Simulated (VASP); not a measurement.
Wanted: the native input for a VASP 6.6.1 run.

- Task: band structure
- Functional: revPBE
- Potentials or basis: VASP PAW PBE potentials, release 64 (Mn_pv, Si, Se)
- Cutoff: 520 eV
- k mesh: 5 × 5 × 5
- Occupations: fermi-dirac, width 0.05 eV
- Spin: collinear spin, ferromagnetic start
- Starting moments: [4.0, 0.0, 0.0, 0.0, 0.0] μB
- Further INCAR settings: ALGO = Normal; EDIFF = 1e-07; NBANDS = 30

The structure of MnSiSe3 lies in POSCAR:

```
MnSiSe3
1.0
    4.8341200000      0.0000000000      0.0000000000
    0.0000000000      4.8341200000      0.0000000000
    0.0000000000      0.0000000000      4.8341200000
Mn Si Se
1 1 3
Direct
    0.0000000000      0.0000000000      0.0000000000
    0.5000000000      0.5000000000      0.5000000000
    0.0000000000      0.5000000000      0.5000000000
    0.5000000000      0.0000000000      0.5000000000
    0.5000000000      0.5000000000      0.0000000000
```

The cell was built by a generator and needn't be a form met in nature.

These files were run (other wordings do the same):

INCAR

```
SYSTEM = MnSiSe3
PREC = Accurate
ENCUT = 520
EDIFF = 1E-7
ISMEAR = -1
SIGMA = 0.05
LREAL = .False.
LASPH = .True.
NELM = 150
ALGO = Normal
ISIF = 2
LWAVE = .False.
LCHARG = .False.
ISPIN = 2
MAGMOM = 4 0 0 0 0
LORBIT = 11
LMAXMIX = 4
GGA = RE
NBANDS = 30
```

KPOINTS

```
regular mesh
0
Gamma
  5 5 5
  0 0 0
```

KPOINTS_OPT

```
path GXMGRX,MR
10
line-mode
reciprocal
 0.0000000000  0.0000000000  0.0000000000  G
 0.0000000000  0.5000000000  0.0000000000  X

 0.0000000000  0.5000000000  0.0000000000  X
 0.5000000000  0.5000000000  0.0000000000  M

 0.5000000000  0.5000000000  0.0000000000  M
 0.0000000000  0.0000000000  0.0000000000  G

 0.0000000000  0.0000000000  0.0000000000  G
 0.5000000000  0.5000000000  0.5000000000  R

 0.5000000000  0.5000000000  0.5000000000  R
 0.0000000000  0.5000000000  0.0000000000  X

 0.5000000000  0.5000000000  0.0000000000  M
 0.5000000000  0.5000000000  0.5000000000  R
```

Potentials or basis: VASP PAW PBE potentials, release 64 (Mn_pv, Si, Se).

The run is started by

```sh
$ cat potpaw_PBE.64/Mn_pv/POTCAR potpaw_PBE.64/Si/POTCAR potpaw_PBE.64/Se/POTCAR > POTCAR
$ mpirun -np 1 vasp_std > vasp.out
```

It gave:

* Pressure: 1.3 GPa
* Band gap along the path: none (metal or under the smearing width)
* Net moment: 5.29 μB per cell
* Site moments: Mn +4.52; Si +0.06; Se +0.06 μB
* Valence electrons inside the program's atomic spheres: Mn 11.09; Si 1.52; Se 3.83

Caveat: the PAW data sets were made with another functional, which shifts forces and pressure a little; a cell with one magnetic atom can't hold antiferromagnetic order, which such compounds often take; semilocal functionals often make such compounds metallic where correlation or magnetic order opens a gap, which also shifts bond lengths.

It took 2.4 min on 1 thread of Intel(R) Xeon(R) Platinum 8488C (Sapphire Rapids), with other jobs on the host, peak memory 0.28 GiB.
